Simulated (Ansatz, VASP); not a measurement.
**PdPt2: VASP beside Ansatz**

File INCAR:

```
SYSTEM = PdPt2
  ALGO = Normal
  EDIFF = 1E-6
  EDIFFG = -0.04
  ENCUT = 600
  GGA = PE
  IBRION = 2
  ISIF = 3
  ISMEAR = 0
  LASPH = .TRUE.
  LCHARG = .FALSE.
  LREAL = .FALSE.
  LWAVE = .FALSE.
  NELM = 80
  NSW = 90
  PREC = Accurate
  SIGMA = 0.1
```

KPOINTS

```
k-points
0
G
  6 6 6
  0 0 0
```

POSCAR

```
PdPt2
1.0
    4.3570630900      0.0000000000      0.0000000000
   -2.1785315400      3.7733273200      0.0000000000
    0.0000000000      0.0000000000      2.5690669000
Pd Pt
1 2
Direct
    0.0000000000      0.0000000000      0.0000000000
    0.3333333300      0.6666666700      0.5000000000
    0.6666666700      0.3333333300      0.5000000000
```

Input for Ansatz:

```yaml
crystal:
  lattice:
    - [4.35706309, 0.0, 0.0]
    - [-2.17853154, 3.77332732, 0.0]
    - [0.0, 0.0, 2.5690669]
  atoms:
    - { symbol: Pd, position: [0.0, 0.0, 0.0] }
    - { symbol: Pt, position: [0.33333333, 0.66666667, 0.5] }
    - { symbol: Pt, position: [0.66666667, 0.33333333, 0.5] }
basis:
  ecutwfc: 420
kpoints:
  mp_grid: { grid: [6, 6, 6] }
hamiltonian:
  xc: pbe
scf:
  occupations: { method: gaussian, width: 0.1 }
  lower_state_search: "off"
output:
  forces: true
  stress: true
  eigenvalues: true
relax:
  adjacent_minimum: "off"
  f_tol: 0.04
  max_steps: 70
  cell: { stress_tol: 0.4 }
```

Change from the starting cell: species swapped into the NbAu2 type (P6/mmm, No. 191).

Alike in both runs: task relaxation of cell and atoms; functional PBE; k mesh 6 × 6 × 6; occupations gaussian, width 0.1 eV; no spin polarisation.

|  | VASP | Ansatz |
| --- | --- | --- |
| version | VASP 6.6.1 | Ansatz 0.2.0 |
| potentials or method | VASP PAW PBE potentials, release 64 (Pd, Pt) | scalar-relativistic, plane waves, PAW |
| plane-wave cutoff (eV) | 600 | 420 |
| valence electrons in the cell | 30 | 54 |

VASP gave:

```
gap on the k mesh at the Fermi level, each at its own relaxed structure (eV) : none
relaxed volume (Å³/atom)                                                     : 15.88
relaxed cell length with the largest relative difference (Å)                 : 4.492
energy change over the relaxation (meV/atom)                                 : -184
```

**Question.** Which values does Ansatz return?

**Answer.** gap on the k mesh at the Fermi level, each at its own relaxed structure (eV): none; relaxed volume (Å³/atom): 15.93; relaxed cell length with the largest relative difference (Å): 4.497; energy change over the relaxation (meV/atom): -190.

A gap of «none» marks a metal or a gap that the smearing closes. The two sets of potentials don't hold the same shells in valence.

Caveats: the k mesh is coarse (spacing up to 0.41 Å⁻¹), so the values aren't converged. Spin-orbit coupling is left out, which matters for the levels of Pt.
